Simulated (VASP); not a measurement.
Consider the following.

```
CELL_PARAMETERS angstrom
      3.13364     0.00000     0.00000
     -1.56682     2.71381     0.00000
      0.00000     0.00000     5.41222
ATOMIC_POSITIONS crystal
  Hf 0.66667 0.33333 0.75000
  Hf 0.33333 0.66667 0.25000
  N  0.00000 0.00000 0.00000
  N  0.00000 0.00000 0.50000
```

Level of theory: r2SCAN meta-GGA, VASP's PBE PAW potentials (set 64) (plane waves; VASP). Run with 520 eV cut-off, 13×13×7 Γ-centred mesh, tetrahedra with Blöchl corrections, potentials Hf_pv N.

Unless said otherwise, spin-orbit coupling is left out, though it shifts the bands of the heavy elements here.

Question: Estimate the energy per atom (σ→0), band gap (over mesh and band path) with the smallest direct gap where there is one.

Answer: 
```yaml
band gap (over mesh and band path): none (metal, semimetal or under 0.01 eV)
energy per atom (σ→0): -29.100 eV/atom
```

Only differences to runs with the same potentials and settings are physical.

The structure comes from a computed database's HfN entry (P6_3/mmc); how it stands against other phases isn't given here. It was relaxed first.
